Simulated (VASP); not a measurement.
# Sc7VN8 (Fm-3m) in VASP: further runs

One crystal, Sc7VN8, is run at these levels: PBE; tasks: relaxation of cell and atoms.

All numbers are computed with VASP 6.6.1; they aren't measurements. Logs are shortened: lines on timing, memory, paths and dates and some standing lists are left out, and cuts for length are marked.

## 1. Starting point

It takes space group Fm-3m (No. 225, cubic). Conventional cell: a = 8.612 Å, b = 8.612 Å, c = 8.612 Å, α = 90.00°, β = 90.00°, γ = 90.00°. Around Sc (site symmetry m-3m) lie 6 N at 2.15 Å. Around Sc (site symmetry mmm) lie 6 N at 2.15 Å. V (site symmetry m-3m) is surrounded by 6 N at 2.15 Å. Around N (site symmetry -43m) lie 6 Sc at 2.15 Å. N (site symmetry 4mm) is surrounded by 5 Sc at 2.15 Å and 1 V at 2.15 Å.

The cell was built by a generator and needn't be a form met in nature.

## 2. Relaxation of cell and atoms, PBE

File INCAR:

```
  ALGO = Normal
  EDIFF = 1E-6
  EDIFFG = -0.01
  ENCUT = 600
  GGA = PE
  IBRION = 2
  ISIF = 3
  ISMEAR = 1
  KPAR = 4
  LASPH = T
  LCHARG = F
  LREAL = F
  LWAVE = F
  NELM = 80
  NSW = 90
  PREC = Accurate
  SIGMA = 0.1
```

File KPOINTS:

```
k-points
0
Gamma
  8 8 8
```

File POSCAR:

```
Sc7VN8
1.0
   -4.3061961200      4.3061961200      0.0000000000
   -4.3061961200      0.0000000000      4.3061961200
    0.0000000000      4.3061961200      4.3061961200
Sc V N
7 1 8
Direct
    0.0000000000      0.0000000000      0.0000000000
    0.5000000000      0.0000000000      0.0000000000
    0.0000000000      0.5000000000      0.0000000000
    0.0000000000      0.0000000000      0.5000000000
    0.5000000000      0.5000000000      0.0000000000
    0.5000000000      0.0000000000      0.5000000000
    0.0000000000      0.5000000000      0.5000000000
    0.5000000000      0.5000000000      0.5000000000
    0.7500000000      0.7500000000      0.7500000000
    0.2500000000      0.7500000000      0.7500000000
    0.7500000000      0.2500000000      0.7500000000
    0.7500000000      0.7500000000      0.2500000000
    0.2500000000      0.2500000000      0.7500000000
    0.2500000000      0.7500000000      0.2500000000
    0.7500000000      0.2500000000      0.2500000000
    0.2500000000      0.2500000000      0.2500000000
```

Potentials or basis: VASP PAW PBE potentials, release 64 (Sc_sv, V_sv, N).

On the command line:

```console
$ cat potpaw_PBE.64/Sc_sv/POTCAR potpaw_PBE.64/V_sv/POTCAR potpaw_PBE.64/N/POTCAR > POTCAR
$ mpirun -np 4 vasp_std > vasp.out
```

OUTCAR:

```text
EDIFF = 1E-6
   EDIFFG = -0.01
   ENCUT = 600
   GGA = PE
   IBRION = 2
   ISIF = 3
   ISMEAR = 1
   LASPH = T
   LREAL = F
   NELM = 80
   NSW = 90
   PREC = Accurate

 ion  position               nearest neighbor table
   1  0.000  0.000  0.000-  10 2.15  11 2.15  12 2.15  13 2.15  14 2.15  15 2.15   2 3.04   3 3.04
                             4 3.04   4 3.04   6 3.04   7 3.04   3 3.04   5 3.04   7 3.04   2 3.04
   2  0.500  0.000  0.000-   9 2.15  11 2.15  12 2.15  13 2.15  14 2.15  16 2.15   1 3.04   5 3.04
                             6 3.04   4 3.04   6 3.04   8 3.04   3 3.04   5 3.04   8 3.04   1 3.04
   3  0.000  0.500  0.000-   9 2.15  10 2.15  12 2.15  13 2.15  15 2.15  16 2.15   1 3.04   5 3.04
                             7 3.04   4 3.04   7 3.04   8 3.04   1 3.04   2 3.04   4 3.04   2 3.04
   4  0.000  0.000  0.500-   9 2.15  10 2.15  11 2.15  14 2.15  15 2.15  16 2.15   1 3.04   6 3.04
                             7 3.04   1 3.04   2 3.04   3 3.04   3 3.04   7 3.04   8 3.04   2 3.04
   5  0.500  0.500  0.000-   9 2.15  10 2.15  11 2.15  14 2.15  15 2.15  16 2.15   2 3.04   3 3.04
                             8 3.04   6 3.04   7 3.04   8 3.04   1 3.04   2 3.04   6 3.04   1 3.04
   6  0.500  0.000  0.500-   9 2.15  10 2.15  12 2.15  13 2.15  15 2.15  16 2.15   2 3.04   4 3.04
                             8 3.04   1 3.04   2 3.04   5 3.04   5 3.04   7 3.04   8 3.04   1 3.04
   7  0.000  0.500  0.500-   9 2.15  11 2.15  12 2.15  13 2.15  14 2.15  16 2.15   3 3.04   4 3.04
                             8 3.04   1 3.04   3 3.04   5 3.04   1 3.04   4 3.04   6 3.04   5 3.04
   8  0.500  0.500  0.500-  10 2.15  11 2.15  12 2.15  13 2.15  14 2.15  15 2.15   5 3.04   6 3.04
                             7 3.04   2 3.04   3 3.04   5 3.04   2 3.04   4 3.04   6 3.04   3 3.04
   9  0.750  0.750  0.750-   2 2.15   3 2.15   4 2.15   5 2.15   6 2.15   7 2.15
  10  0.250  0.750  0.750-   1 2.15   3 2.15   4 2.15   5 2.15   6 2.15   8 2.15
  11  0.750  0.250  0.750-   1 2.15   2 2.15   4 2.15   5 2.15   7 2.15   8 2.15
  12  0.750  0.750  0.250-   1 2.15   2 2.15   3 2.15   6 2.15   7 2.15   8 2.15
  13  0.250  0.250  0.750-   1 2.15   2 2.15   3 2.15   6 2.15   7 2.15   8 2.15
  14  0.250  0.750  0.250-   1 2.15   2 2.15   4 2.15   5 2.15   7 2.15   8 2.15
  15  0.750  0.250  0.250-   1 2.15   3 2.15   4 2.15   5 2.15   6 2.15   8 2.15
  16  0.250  0.250  0.250-   2 2.15   3 2.15   4 2.15   5 2.15   6 2.15   7 2.15

  LATTYP: Found a face centered cubic cell.
 ALAT       =     8.6123922400

  Lattice vectors:

 A1 = (  -4.3061961200,   4.3061961200,   0.0000000000)
 A2 = (  -4.3061961200,   0.0000000000,   4.3061961200)
 A3 = (   0.0000000000,   4.3061961200,   4.3061961200)

Analysis of symmetry for initial positions (statically):
=====================================================================
 Subroutine PRICEL returns:
 Original cell was already a primitive cell.

 Routine SETGRP: Setting up the symmetry group for a
 face centered cubic supercell.

 Subroutine GETGRP returns: Found 48 space group operations
 (whereof 48 operations were pure point group operations)
 out of a pool of 48 trial point group operations.

The static configuration has the point symmetry O_h .

Analysis of symmetry for dynamics (positions and initial velocities):
=====================================================================
[... 165 lines left out ...]
   AEXX    =    0.0000 exact exchange contribution
   IVDW    =     0    specifies the selected vdW correction
   LEPSILON=     F    determine dielectric tensor
   LRPA    =     F    only Hartree local field effects (RPA)
 conjugate gradient relaxation of ions
 non-spin polarized calculation
 Methfessel and Paxton  Order N= 1 SIGMA  =   0.10
  energy-cutoff  :      600.00
  volume of cell :      159.70
 maximum number of plane-waves:      5360
 NGX is ok and might be reduce to    50
   NGX = 25   NGY = 25   NGZ = 25

--------------------------------------- Ionic step        1  -------------------------------------------

 number of electron     130.0000005 magnetization

 Free energy of the ion-electron system (eV)
  ---------------------------------------------------
  ext. energy  EPLUGINS =         0.00000000
  ---------------------------------------------------
  free energy    TOTEN  =      -146.35545924 eV

  energy without entropy =     -146.35954473  energy(sigma->0) =     -146.35682107

------------------------ aborting loop because EDIFF is reached ----------------------------------------

  FORCE on cell =-STRESS in cart. coord.  units (eV):
  Direction    XX          YY          ZZ          XY          YZ          ZX
  --------------------------------------------------------------------------------------
  -------------------------------------------------------------------------------------
  Total       27.2270822     27.2270822     27.2270822      0.0000000      0.0000000      0.0000000
  in kB      273.1494141    273.1494141    273.1494141      0.0000000      0.0000000      0.0000000
  external PRESSURE =     273.1494141 kB  Pullay stress =       0.0000000 kB
[... 387 lines left out ...]
--------------------------------------- Ionic step        9  -------------------------------------------

 number of electron     130.0000020 magnetization

 Free energy of the ion-electron system (eV)
  ---------------------------------------------------
  ext. energy  EPLUGINS =         0.00000000
  ---------------------------------------------------
  free energy    TOTEN  =      -147.93956203 eV

  energy without entropy =     -147.94340227  energy(sigma->0) =     -147.94084211

 E-fermi :   6.8476     XC(G=0): -12.1028

 val. band max:        6.8033035302   @ k =  -0.3750   0.3750   0.1250
 cond. band min:       6.8666968986   @ k =  -0.2500   0.1250   0.0000
 fundamental gap:      0.0633933684
 Fermi energy:         6.8476320257

 k-point     1 :       0.0000    0.0000    0.0000
  band No.  band energies     occupation
      1     -58.6075      2.00000
      2     -42.3553      2.00000
      3     -41.9548      2.00000
      4     -41.8865      2.00000
      5     -41.8865      2.00000
      6     -41.8865      2.00000
[... 1909 lines left out ...]
     76       9.8016      0.00000
     77       9.8545      0.00000

 [... further k-points ...]

 [bands above 77 left out]

------------------------ aborting loop because EDIFF is reached ----------------------------------------

  FORCE on cell =-STRESS in cart. coord.  units (eV):
  Direction    XX          YY          ZZ          XY          YZ          ZX
  --------------------------------------------------------------------------------------
  -------------------------------------------------------------------------------------
  Total       -0.0065077     -0.0065077     -0.0065077      0.0000000      0.0000000     -0.0000000
  in kB       -0.0588989     -0.0588989     -0.0588989      0.0000000      0.0000000     -0.0000000
  external PRESSURE =      -0.0588989 kB  Pullay stress =       0.0000000 kB
[... 31 lines left out ...]
  FREE ENERGIE OF THE ION-ELECTRON SYSTEM (eV)
  ---------------------------------------------------
  free  energy   TOTEN  =      -147.9395620283 eV

  energy  without entropy=     -147.9434022666  energy(sigma->0) =     -147.94084211

 reached required accuracy - stopping structural energy minimisation
```

CONTCAR:

```text
Sc7VN8
   1.00000000000000
    -4.4565745966859156    4.4565745966859156   -0.0000000000000000
    -4.4565745966859156    0.0000000000000000    4.4565745966859156
    -0.0000000000000000    4.4565745966859156    4.4565745966859156
  Sc              V               N
     7     1     8
Direct
     0.0000000000000000    0.0000000000000000    0.0000000000000000
     0.5000000000000000    0.0000000000000000    0.0000000000000000
     0.0000000000000000    0.5000000000000000    0.0000000000000000
     0.0000000000000000    0.0000000000000000    0.5000000000000000
     0.5000000000000000    0.5000000000000000    0.0000000000000000
     0.5000000000000000    0.0000000000000000    0.5000000000000000
[... 8 lines left out ...]
     0.7425340017109230    0.2574659982890772    0.2574659982890772
     0.2500000000000000    0.2500000000000000    0.2500000000000000

  0.00000000E+00  0.00000000E+00  0.00000000E+00
  0.00000000E+00  0.00000000E+00  0.00000000E+00
  0.00000000E+00  0.00000000E+00  0.00000000E+00
  0.00000000E+00  0.00000000E+00  0.00000000E+00
  0.00000000E+00  0.00000000E+00  0.00000000E+00
  0.00000000E+00  0.00000000E+00  0.00000000E+00
[... 8 lines left out ...]
  0.00000000E+00  0.00000000E+00  0.00000000E+00
  0.00000000E+00  0.00000000E+00  0.00000000E+00
```

Run time: 15 min. Hardware: 4 MPI ranks of AMD EPYC 9R45 (Zen 5), shared host; peak memory 0.6 GiB.

Results:

| Item | Value |
| --- | --- |
| Free energy | -147.9396 eV |
| Relaxed volume | 11.06 Å³/atom |
| Relaxed cell | a = 6.303 Å, b = 6.303 Å, c = 6.303 Å, α = 60.00°, β = 60.00°, γ = 60.00° |
| Space group after relaxing (to 0.05 Å) | Fm-3m (No. 225) |
| Energy gained by relaxing | 99.0 meV/atom |
| Ionic steps | 9 |
| Pressure after relaxing | 0.0 GPa |
| Band gap on the k mesh | none (metal or under the smearing width) |

Step by step:
```
step  energy change (eV)  largest force (eV/Å)  pressure (GPa)  volume (Å³)
   1              0.0000                1.3298           27.31       159.70
   2              0.2963                0.0426          -21.21       202.35
   3             -1.5275                0.5003           -1.42       178.38
   4             -1.5287                0.5172           -0.82       177.86
   5             -1.5283                0.5294           -0.38       177.49
   6             -1.5770                0.1878            0.30       176.79
   7             -1.5828                0.0171            0.68       176.45
   8             -1.5829                0.0204           -0.67       177.58
   9             -1.5841                0.0009           -0.01       177.02
```

Final structure:
```
Sc V N
1.0
    -4.45657    4.45657    0.00000
    -4.45657    0.00000    4.45657
     0.00000    4.45657    4.45657
Sc V N
7 1 8
Direct
  0.00000 0.00000 0.00000
  0.50000 0.00000 0.00000
  0.00000 0.50000 0.00000
  0.00000 0.00000 0.50000
  0.50000 0.50000 0.00000
  0.50000 0.00000 0.50000
  0.00000 0.50000 0.50000
  0.50000 0.50000 0.50000
  0.75000 0.75000 0.75000
  0.25747 0.74253 0.74253
  0.74253 0.25747 0.74253
  0.74253 0.74253 0.25747
  0.25747 0.25747 0.74253
  0.25747 0.74253 0.25747
  0.74253 0.25747 0.25747
  0.25000 0.25000 0.25000
```

Caveat: the run has no spin polarisation, though such a crystal can be magnetic.

## 3. Relaxation of cell and atoms, PBE

This run uses another cell than the first one, of 11.06 Å³/atom, 1.108 times its volume.

INCAR: that of step 2 with these lines changed.

```diff
@@ -1,4 +1,4 @@
   ALGO = Normal
-  EDIFF = 1E-6
-  EDIFFG = -0.01
+  EDIFF = 1E-7
+  EDIFFG = -0.005
   ENCUT = 600
```

KPOINTS is that of step 2.

File POSCAR:

```
Sc7VN8                                  
1.0
   -4.4565745967      4.4565745967     -0.0000000000
   -4.4565745967      0.0000000000      4.4565745967
   -0.0000000000      4.4565745967      4.4565745967
  Sc              V               N             
     7     1     8
Direct
     0.0000000000000000    0.0000000000000000    0.0000000000000000
     0.5000000000000000    0.0000000000000000    0.0000000000000000
     0.0000000000000000    0.5000000000000000    0.0000000000000000
     0.0000000000000000    0.0000000000000000    0.5000000000000000
     0.5000000000000000    0.5000000000000000    0.0000000000000000
     0.5000000000000000    0.0000000000000000    0.5000000000000000
     0.0000000000000000    0.5000000000000000    0.5000000000000000
     0.5000000000000000    0.5000000000000000    0.5000000000000000
     0.7500000000000000    0.7500000000000000    0.7500000000000000
     0.2574659982890772    0.7425340017109230    0.7425340017109230
     0.7425340017109230    0.2574659982890772    0.7425340017109230
     0.7425340017109230    0.7425340017109230    0.2574659982890772
     0.2574659982890772    0.2574659982890772    0.7425340017109230
     0.2574659982890772    0.7425340017109230    0.2574659982890772
     0.7425340017109230    0.2574659982890772    0.2574659982890772
     0.2500000000000000    0.2500000000000000    0.2500000000000000
```

Potentials or basis: VASP PAW PBE potentials, release 64 (Sc_sv, V_sv, N).

On the command line:

```console
$ cat potpaw_PBE.64/Sc_sv/POTCAR potpaw_PBE.64/V_sv/POTCAR potpaw_PBE.64/N/POTCAR > POTCAR
$ mpirun -np 4 vasp_std > vasp.out
```

Wall time 3.3 min (4 MPI ranks of AMD EPYC 9R45 (Zen 5), shared host); peak memory 0.58 GiB.

Results (log left out):

```yaml
Free_energy: -147.9627 eV
Pressure_after_relaxing: -0.1 GPa
Band_gap_on_the_k_mesh: none (metal or under the smearing width)
```

Final structure:
```cif
data_structure
_symmetry_space_group_name_H-M 'P 1'
_symmetry_Int_Tables_number 1
_cell_length_a 6.3025
_cell_length_b 6.3025
_cell_length_c 6.3025
_cell_angle_alpha 60.000
_cell_angle_beta 60.000
_cell_angle_gamma 60.000
_cell_volume 177.02
loop_
_atom_site_label
_atom_site_type_symbol
_atom_site_fract_x
_atom_site_fract_y
_atom_site_fract_z
_atom_site_occupancy
Sc1 Sc 0.00000 0.00000 0.00000 1
Sc2 Sc 0.50000 0.00000 0.00000 1
Sc3 Sc 0.00000 0.50000 0.00000 1
Sc4 Sc 0.00000 0.00000 0.50000 1
Sc5 Sc 0.50000 0.50000 0.00000 1
Sc6 Sc 0.50000 0.00000 0.50000 1
Sc7 Sc 0.00000 0.50000 0.50000 1
V1 V 0.50000 0.50000 0.50000 1
N1 N 0.75000 0.75000 0.75000 1
N2 N 0.25747 0.74253 0.74253 1
N3 N 0.74253 0.25747 0.74253 1
N4 N 0.74253 0.74253 0.25747 1
N5 N 0.25747 0.25747 0.74253 1
N6 N 0.25747 0.74253 0.25747 1
N7 N 0.74253 0.25747 0.25747 1
N8 N 0.25000 0.25000 0.25000 1
```

Levels at points of the mesh, in eV from the Fermi level:
```
           k point  band 61  band 62  band 63  band 64  band 65  band 66  band 67  band 68  band 69  band 70
(0.00, 0.00, 0.00)    -1.81    -1.26    -1.26    -1.26    -0.84    -0.84    -0.84     0.82     0.82     0.82
(0.50, 0.00, 0.00)    -2.63    -2.63    -2.48    -2.48     0.11     0.28     0.28     1.47     1.47     1.60
(0.50, 0.50, 0.00)    -1.86    -1.86    -1.72    -1.72    -0.71     0.30     0.68     0.68     1.84     1.89
```

Caveat: the relaxation stopped at its first step, so nothing moved; the run has no spin polarisation, though such a crystal can be magnetic. With open d or f shells a metallic result of PBE can be an artefact of self-interaction; +U or a hybrid may open a gap.
